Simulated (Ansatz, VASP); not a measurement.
**Cross-check of YHSe between VASP and Ansatz**

One calculation is typed for both programs; each brings its own data sets. How far apart do they land? The cell is taken from a series of runs on this material, whose earlier steps may have relaxed, scaled, displaced or heated it; both programs get it as it stands.

Main program and level: Ansatz 0.2.0; plane waves, with VASP 6.6.1 beside it; dielectric response at LDA.

### Step 1. The structure

It takes space group P-6m2 (No. 187, hexagonal). Conventional cell: a = 3.841 Å, b = 3.841 Å, c = 3.916 Å, α = 90.00°, β = 90.00°, γ = 120.00°. Nearest to Y lie 3 H at 2.22 Å and 6 Se at 2.96 Å. H has 3 Y at 2.22 Å nearest. Nearest to Se lie 6 Y at 2.96 Å and 6 H at 2.96 Å. Farther neighbours and most contacts between anions are not listed.

Coordinates:

```
Y H Se
1.0
     3.84093    0.00000    0.00000
    -1.92047    3.32634    0.00000
     0.00000    0.00000    3.91555
Y H Se
1 1 1
Direct
  0.00000 0.00000 0.00000
  0.33333 0.66667 0.00000
  0.66667 0.33333 0.50000
```

### Step 2. VASP: dielectric response, LDA

The response to a field tests empty states and converges slowly with the mesh.

Lines of VASP's logs that name or quote its potential files are left out, and so is its time.

INCAR

```
SYSTEM = YHSe
PREC = Accurate
ENCUT = 400
EDIFF = 1E-08
NELM = 120
ISMEAR = 0
SIGMA = 0.01
LREAL = .FALSE.
ALGO = Normal
GGA = CA
NBANDS = 15
LASPH = .TRUE.
LORBIT = 11
LWAVE = .FALSE.
LCHARG = .FALSE.
ISIF = 2
LEPSILON = .TRUE.
GGA_COMPAT = .FALSE.
KPAR = 2
```

POSCAR

```
YHSe
1.0
    3.8409313358      0.0000000000      0.0000000000
   -1.9204656679      3.3263441110      0.0000000000
    0.0000000000      0.0000000000      3.9155495600
Y H Se
1 1 1
Direct
    0.0000000000      0.0000000000      0.0000000000
    0.3333333333      0.6666666667      0.0000000000
    0.6666666667      0.3333333333      0.5000000000
```

KPOINTS

```
Automatic mesh
0
Gamma
6 6 6
0 0 0
```

PAW data sets: Y_sv, H and Se (LDA family, release 64).

The run is started by

```console
mpirun -np 2 vasp_std
```

Numbers of over 12 decimals in the logs are rounded to 6 here.

Output:

```text
[banner, memory and clock lines left out]
running    2 mpi-ranks, on    1 nodes
 distrk:  each k-point on    1 cores,    2 groups
 distr:  one band on    1 cores,    1 groups

 POSCAR found type information on POSCAR Y H Se
 POSCAR found :  3 types and       3 ions
 LDA part: xc-table for (Slater(with rela. corr.)+CA(PZ))
 , standard interpolation
 POSCAR, INCAR and KPOINTS ok, starting setup
 FFT: planning ... GRIDC
 FFT: planning ... GRID_SOFT
 FFT: planning ... GRID
 WAVECAR not read
 entering main loop
       N       E                     dE             d eps       ncg     rms          rms(c)
DAV:   1     0.502025821349E+02    0.50203E+02   -0.76277E+03   840   0.924E+02
DAV:   2    -0.176556869945E+02   -0.67858E+02   -0.65142E+02  1099   0.195E+02
DAV:   3    -0.203856509084E+02   -0.27300E+01   -0.27168E+01  1111   0.328E+01
DAV:   4    -0.204618099881E+02   -0.76159E-01   -0.76133E-01  1130   0.551E+00
DAV:   5    -0.204641625330E+02   -0.23525E-02   -0.23525E-02  1084   0.734E-01    0.282E+01
DAV:   6    -0.194090143616E+02    0.10551E+01   -0.14534E+00  1028   0.700E+00    0.205E+01
DAV:   7    -0.192719249317E+02    0.13709E+00   -0.11827E+00  1132   0.626E+00    0.486E+00
DAV:   8    -0.192392672364E+02    0.32658E-01   -0.31435E-01   980   0.320E+00    0.413E-01
DAV:   9    -0.192362109371E+02    0.30563E-02   -0.18219E-02   945   0.817E-01    0.190E-01
DAV:  10    -0.192361320506E+02    0.78886E-04   -0.14806E-03  1139   0.265E-01    0.179E-01
DAV:  11    -0.192360996780E+02    0.32373E-04   -0.10457E-04   973   0.805E-02    0.358E-02
DAV:  12    -0.192360873121E+02    0.12366E-04   -0.63310E-05  1050   0.454E-02    0.148E-02
DAV:  13    -0.192360867814E+02    0.53063E-06   -0.28664E-06  1030   0.124E-02    0.487E-03
DAV:  14    -0.192360867544E+02    0.27037E-07   -0.35727E-07  1232   0.342E-03    0.238E-03
DAV:  15    -0.192360867557E+02   -0.12503E-08   -0.52004E-08  1023   0.149E-03
   1 F= -.19236087E+02 E0= -.19236087E+02  d E =-.602841-140
 Linear response reoptimize wavefunctions to high precision
DAV:   1    -0.192360867552E+02    0.43178E-09   -0.69627E-09  1015   0.525E-04
DAV:   2    -0.192360867552E+02    0.15234E-10   -0.17861E-10   504   0.102E-04
 Linear response G [H, r] |phi>, progress :
  Direction:   1
       N       E                     dE             d eps       ncg     rms
 LRF_COMMUTATOR internal error: the vector H(1)-e(1) S(1) |phi(0)> is not orthog
 onal to |phi(0)> (-1.062595979496560E-004,2.484124017598788E-015)
 LRF_COMMUTATOR internal error: the vector H(1)-e(1) S(1) |phi(0)> is not orthog
 onal to |phi(0)> (1.157012781901751E-004,-4.917941054394248E-014)
RMM:   1    -0.622779006060E+02   -0.62278E+02    0.15376E+03  1277   0.209E+02
 LRF_COMMUTATOR internal error: the vector H(1)-e(1) S(1) |phi(0)> is not orthog
 onal to |phi(0)> (-1.062595979496560E-004,2.484124017598788E-015)
 LRF_COMMUTATOR internal error: the vector H(1)-e(1) S(1) |phi(0)> is not orthog
 onal to |phi(0)> (1.157012781901751E-004,-4.917941054394248E-014)
RMM:   2    -0.600632615904E+02    0.22146E+01   -0.34848E+01  1507   0.351E+01
 LRF_COMMUTATOR internal error: the vector H(1)-e(1) S(1) |phi(0)> is not orthog
 onal to |phi(0)> (-1.062595979496560E-004,2.484124017598788E-015)
 LRF_COMMUTATOR internal error: the vector H(1)-e(1) S(1) |phi(0)> is not orthog
 onal to |phi(0)> (1.157012781901751E-004,-4.917941054394248E-014)
RMM:   3    -0.609353440435E+02   -0.87208E+00   -0.50694E+00  1819   0.108E+01
RMM:   4    -0.611158401696E+02   -0.18050E+00   -0.10562E+00  1937   0.433E+00
RMM:   5    -0.611540229203E+02   -0.38183E-01   -0.21025E-01  1951   0.194E+00
RMM:   6    -0.611617467134E+02   -0.77238E-02   -0.48921E-02  1985   0.918E-01
RMM:   7    -0.611637532362E+02   -0.20065E-02   -0.20188E-02  2003   0.429E-01
RMM:   8    -0.611644368538E+02   -0.68362E-03    0.35842E-04  1958   0.206E-01
RMM:   9    -0.611646145487E+02   -0.17769E-03    0.55067E-04  1965   0.958E-02
RMM:  10    -0.611646594198E+02   -0.44871E-04   -0.39129E-04  1930   0.477E-02
RMM:  11    -0.611646721145E+02   -0.12695E-04   -0.15855E-04  1911   0.236E-02
RMM:  12    -0.611646733301E+02   -0.12156E-05    0.17366E-04  1881   0.129E-02
RMM:  13    -0.611646742574E+02   -0.92733E-06    0.32619E-05  1854   0.713E-03
RMM:  14    -0.611646742629E+02   -0.55076E-08    0.88420E-06  1796   0.388E-03
RMM:  15    -0.611646740951E+02    0.16781E-06    0.42252E-06  1692   0.214E-03
RMM:  16    -0.611646743273E+02   -0.23222E-06    0.35323E-06  1575   0.130E-03
RMM:  17    -0.611646740009E+02    0.32648E-06    0.65199E-06  1407   0.753E-04
RMM:  18    -0.611646740417E+02   -0.40813E-07    0.82367E-06  1257   0.476E-04
RMM:  19    -0.611646739970E+02    0.44723E-07    0.14169E-05  1141   0.315E-04
RMM:  20    -0.611646739836E+02    0.13314E-07    0.20045E-05  1074   0.220E-04
RMM:  21    -0.611646739741E+02    0.95021E-08    0.21085E-05  1007   0.158E-04
RMM:  22    -0.611646739706E+02    0.35338E-08    0.13483E-05   969   0.120E-04
[...]
RMM:   2    -0.117201457726E+01   -0.10134E+00   -0.12492E-01  1654   0.150E+00
RMM:   3    -0.117983257994E+01   -0.78180E-02   -0.27485E-02  1798   0.565E-01
RMM:   4    -0.118080985187E+01   -0.97727E-03   -0.38699E-03  1829   0.213E-01
RMM:   5    -0.118097178398E+01   -0.16193E-03   -0.68129E-04  1856   0.892E-02
[...]
RMM:   4    -0.120455105655E+01   -0.10260E-02   -0.34632E-03  1695   0.161E-01
RMM:   5    -0.120468735897E+01   -0.13630E-03   -0.51764E-04  1660   0.623E-02
RMM:   6    -0.120470629712E+01   -0.18938E-04   -0.69789E-05  1533   0.230E-02
RMM:   7    -0.120470898146E+01   -0.26843E-05   -0.10748E-05  1503   0.912E-03
RMM:   8    -0.120470948385E+01   -0.50239E-06   -0.42466E-07  1460   0.342E-03
RMM:   9    -0.120470957541E+01   -0.91562E-07   -0.58450E-06  1407   0.142E-03
RMM:  10    -0.120470959457E+01   -0.19161E-07   -0.74965E-06  1311   0.569E-04
RMM:  11    -0.120470960098E+01   -0.64095E-08   -0.63225E-06  1224   0.257E-04
RMM:  12    -0.120470960375E+01   -0.27728E-08   -0.12151E-06  1067   0.113E-04
RMM:  13    -0.120470960502E+01   -0.12628E-08   -0.10549E-06   889   0.642E-05
RMM:  14    -0.120470960641E+01   -0.13988E-08   -0.20594E-07   733   0.456E-05
RMM:  15    -0.120470960145E+01    0.49600E-08    0.12117E-08   629   0.418E-05
 change of polarisation eV/A/(eV/A) component  3 :     0.231     0.243     2.409
 dielectric tensor                  component  3 :     0.834     0.878     9.715
 Linear response to external field, progress :
  Direction:   1
       N       E                     dE             d eps       ncg     rms          rms(c)
RMM:   1    -0.115252941139E+01   -0.11525E+01   -0.52400E+00  5202   0.618E+00
RMM:   2    -0.125353395333E+01   -0.10100E+00   -0.13433E-01  4678   0.145E+00    0.196E+00
RMM:   3    -0.122048637878E+01    0.33048E-01   -0.65886E-02  4751   0.126E+00    0.111E+00
RMM:   4    -0.125256570853E+01   -0.32079E-01   -0.42708E-02  4802   0.111E+00    0.206E-01
RMM:   5    -0.126555119118E+01   -0.12985E-01   -0.52565E-03  5022   0.362E-01    0.687E-02
RMM:   6    -0.126631077926E+01   -0.75959E-03   -0.11647E-03  5324   0.141E-01    0.457E-02
RMM:   7    -0.126741922376E+01   -0.11084E-02   -0.19238E-04  5225   0.615E-02    0.164E-02
RMM:   8    -0.126728437996E+01    0.13484E-03   -0.81514E-05  5273   0.270E-02    0.267E-03
RMM:   9    -0.126733264541E+01   -0.48265E-04   -0.48859E-05  5397   0.119E-02    0.175E-03
RMM:  10    -0.126732713116E+01    0.55143E-05   -0.34758E-05  5396   0.540E-03    0.670E-04
RMM:  11    -0.126732174509E+01    0.53861E-05   -0.14693E-05  5401   0.251E-03    0.591E-04
RMM:  12    -0.126732304507E+01   -0.13000E-05   -0.72900E-06  5301   0.115E-03    0.350E-04
RMM:  13    -0.126732501634E+01   -0.19713E-05   -0.29282E-06  5288   0.569E-04    0.682E-05
RMM:  14    -0.126732488771E+01    0.12863E-06   -0.14292E-06  4564   0.237E-04    0.864E-05
RMM:  15    -0.126732534150E+01   -0.45379E-06   -0.27030E-07  4399   0.140E-04    0.228E-05
RMM:  16    -0.126732529160E+01    0.49904E-07    0.11029E-07  2832   0.640E-05    0.627E-06
 change of polarisation eV/A/(eV/A) component  1 :     2.391     0.000    -0.061
 dielectric tensor                  component  1 :     9.647     0.001    -0.220
 Linear response to external field, progress :
  Direction:   2
       N       E                     dE             d eps       ncg     rms          rms(c)
RMM:   1    -0.115449012724E+01   -0.11545E+01   -0.52596E+00  3367   0.617E+00
RMM:   2    -0.125351847966E+01   -0.99028E-01   -0.13199E-01  3030   0.143E+00    0.195E+00
RMM:   3    -0.122052248579E+01    0.32996E-01   -0.65710E-02  3077   0.126E+00    0.111E+00
RMM:   4    -0.125261026879E+01   -0.32088E-01   -0.42979E-02  3114   0.111E+00    0.206E-01
RMM:   5    -0.126550046264E+01   -0.12890E-01   -0.50910E-03  3252   0.361E-01    0.688E-02
RMM:   6    -0.126625512274E+01   -0.75466E-03   -0.11087E-03  3439   0.141E-01    0.466E-02
RMM:   7    -0.126736473402E+01   -0.11096E-02   -0.16269E-04  3377   0.612E-02    0.165E-02
RMM:   8    -0.126723888575E+01    0.12585E-03   -0.43091E-05  3405   0.269E-02    0.259E-03
RMM:   9    -0.126729287695E+01   -0.53991E-04   -0.31947E-05  3479   0.121E-02    0.170E-03
RMM:  10    -0.126728571047E+01    0.71665E-05   -0.21152E-05  3501   0.548E-03    0.519E-04
RMM:  11    -0.126728139696E+01    0.43135E-05   -0.15382E-05  3437   0.255E-03    0.543E-04
RMM:  12    -0.126728288024E+01   -0.14833E-05   -0.85564E-06  3476   0.118E-03    0.315E-04
RMM:  13    -0.126728505554E+01   -0.21753E-05   -0.39402E-06  3384   0.593E-04    0.492E-05
RMM:  14    -0.126728471625E+01    0.33929E-06   -0.22548E-06  3028   0.269E-04    0.743E-05
RMM:  15    -0.126728498236E+01   -0.26611E-06   -0.48086E-07  2642   0.142E-04    0.170E-05
RMM:  16    -0.126728504470E+01   -0.62342E-07    0.23266E-07  1938   0.752E-05    0.736E-06
 change of polarisation eV/A/(eV/A) component  2 :    -0.318     2.391     0.207
 dielectric tensor                  component  2 :    -1.150     9.647     0.749
 Linear response to external field, progress :
  Direction:   3
       N       E                     dE             d eps       ncg     rms          rms(c)
RMM:   1    -0.110972834116E+01   -0.11097E+01   -0.47906E+00  2165   0.595E+00
RMM:   2    -0.119567873148E+01   -0.85950E-01   -0.11770E-01  1894   0.133E+00    0.214E+00
RMM:   3    -0.114439612801E+01    0.51283E-01   -0.94878E-02  1873   0.140E+00    0.110E+00
RMM:   4    -0.116923267657E+01   -0.24837E-01   -0.56639E-02  1955   0.118E+00    0.236E-01
RMM:   5    -0.118625139370E+01   -0.17019E-01   -0.57371E-03  2055   0.358E-01    0.491E-02
RMM:   6    -0.118688409201E+01   -0.63270E-03   -0.10326E-03  2045   0.130E-01    0.375E-02
RMM:   7    -0.118755966246E+01   -0.67557E-03   -0.19567E-04  2047   0.652E-02    0.104E-02
RMM:   8    -0.118741316904E+01    0.14649E-03   -0.36686E-05  2103   0.289E-02    0.416E-03
RMM:   9    -0.118743432742E+01   -0.21158E-04   -0.68214E-06  2177   0.115E-02    0.322E-03
RMM:  10    -0.118745993133E+01   -0.25604E-04    0.50330E-07  2173   0.494E-03    0.120E-03
RMM:  11    -0.118746412286E+01   -0.41915E-05   -0.97133E-06  2055   0.292E-03    0.712E-04
RMM:  12    -0.118746155964E+01    0.25632E-05   -0.63692E-06  2109   0.116E-03    0.358E-04
RMM:  13    -0.118746121153E+01    0.34810E-06   -0.36885E-06  1956   0.453E-04    0.270E-04
RMM:  14    -0.118745994359E+01    0.12679E-05   -0.15076E-06  1883   0.229E-04    0.930E-05
RMM:  15    -0.118745906092E+01    0.88267E-06   -0.52423E-07  1634   0.125E-04    0.445E-05
RMM:  16    -0.118745919359E+01   -0.13267E-06   -0.17460E-07  1082   0.646E-05    0.907E-06
 change of polarisation eV/A/(eV/A) component  3 :     0.118     0.273     2.236
 dielectric tensor                  component  3 :     0.427     0.987     9.089
 Born effective charges drift removed
```

Parts of OUTCAR (step 2):

```text
ion  position               nearest neighbor table
   1  0.000  0.000  0.000-   2 2.22   2 2.22   2 2.22   3 2.96   3 2.96   3 2.96   3 2.96   3 2.96
                             3 2.96
   2  0.333  0.667  0.000-   1 2.22   1 2.22   1 2.22
   3  0.667  0.333  0.500-   1 2.96   1 2.96   1 2.96   1 2.96   1 2.96   1 2.96

  LATTYP: Found a hexagonal cell.
 ALAT       =     3.8409313358
 C/A-ratio  =     1.0194271175

 Subroutine GETGRP returns: Found 12 space group operations
 (whereof 12 operations were pure point group operations)

The static configuration has the point symmetry D_3h.

 Found     28 irreducible k-points:

   k-points           NKPTS =     28   k-points in BZ     NKDIM =     28   number of bands    NBANDS=     15

   dimension x,y,z NGX =    28 NGY =   28 NGZ =   28
   dimension x,y,z NGXF=    56 NGYF=   56 NGZF=   56

   ENCUT  =  400.0 eV  29.40 Ry    5.42 a.u.   6.26  6.26  6.39*2*pi/ulx,y,z

   NELECT =      18.0000    total number of electrons

 k-points in reciprocal lattice and weights: Automatic mesh
   0.00000000  0.00000000  0.00000000       0.005
   0.16666667 -0.00000000  0.00000000       0.028
   0.33333333 -0.00000000  0.00000000       0.028
   0.50000000 -0.00000000  0.00000000       0.014
   0.16666667  0.16666667  0.00000000       0.028
   0.33333333  0.16666667  0.00000000       0.056
   0.33333333  0.33333333  0.00000000       0.009
   0.00000000  0.00000000  0.16666667       0.009
   0.16666667 -0.00000000  0.16666667       0.056
[...]
0.33333333  0.16666667  0.50000000       0.056
   0.33333333  0.33333333  0.50000000       0.009

 average (electrostatic) potential at core
       1 -36.1162       2 -31.0240       3 -59.9009

  Total       -1.6910723     -1.6910723     -1.9273440      0.0000000      0.0000000      0.0000000
  in kB      -54.1597073    -54.1597073    -61.7267454      0.0000000      0.0000000      0.0000000
  external PRESSURE =     -56.6820534 kB  Pullay stress =       0.0000000 kB

  energy-cutoff  :      400.00
  volume of cell :       50.03
      direct lattice vectors                 reciprocal lattice vectors
     3.840931336  0.000000000  0.000000000     0.260353522  0.150315176  0.000000000
    -1.920465668  3.326344111  0.000000000     0.000000000  0.300630352  0.000000000
     0.000000000  0.000000000  3.915549560     0.000000000  0.000000000  0.255391992

 POSITION                                       TOTAL-FORCE (eV/Angst)
 -----------------------------------------------------------------------------------
      0.00000      0.00000      0.00000         0.000000     -0.000000      0.000000
     -0.00000      2.21756      0.00000        -0.000000      0.000000      0.000000
      1.92047      1.10878      1.95777         0.000000     -0.000000      0.000000
 -----------------------------------------------------------------------------------
    total drift:                                0.000000     -0.000000      0.000000

 MACROSCOPIC STATIC DIELECTRIC TENSOR (including local field effects in DFT)
 ------------------------------------------------------
           9.647137    -0.000000    -0.000000
           0.000000     9.647137    -0.000000
          -0.000000    -0.000000     9.088926
 ------------------------------------------------------

 PIEZOELECTRIC TENSOR (including local field effects)  for field in x, y, z        (C/m^2)
          XX          YY          ZZ          XY          YZ          ZX
  --------------------------------------------------------------------------------
  x     0.00000     0.00000     0.00000    -0.28705     0.00000     0.00000
  y    -0.28705     0.28705     0.00000     0.00000     0.00000     0.00000
  z     0.00000     0.00000     0.00000    -0.00000     0.00000     0.00000

 BORN EFFECTIVE CHARGES (including local field effects) (in |e|, cummulative output)
 ---------------------------------------------------------------------------------
 ion    1
    1     3.26438    -0.00000     0.00000
    2    -0.00000     3.26438     0.00000
    3     0.00000     0.00000     3.26793
 ion    2
    1    -1.43152     0.00000     0.00000
    2     0.00000    -1.43152     0.00000
    3    -0.00000     0.00000    -0.60494
 ion    3
    1    -1.83286     0.00000     0.00000
    2     0.00000    -1.83286     0.00000
    3     0.00000     0.00000    -2.66299
```

The dielectric response converges more slowly with the mesh than energies do, so tensor and charges may still move on a finer one.

[end of part 1 of 2]

[Lines on the potential files, build, host, timing and source positions are cut from VASP's logs without a mark.]

[Logs are printed without paths, hosts, clocks, repeated set-up lines and the standing remarks that a program may print on its own settings, such as how far it seeks lower states.]

[Hosts, paths, dates, database ids (printed as entryN), source tags and the programs' standing remarks are cut or masked in the printed files.]
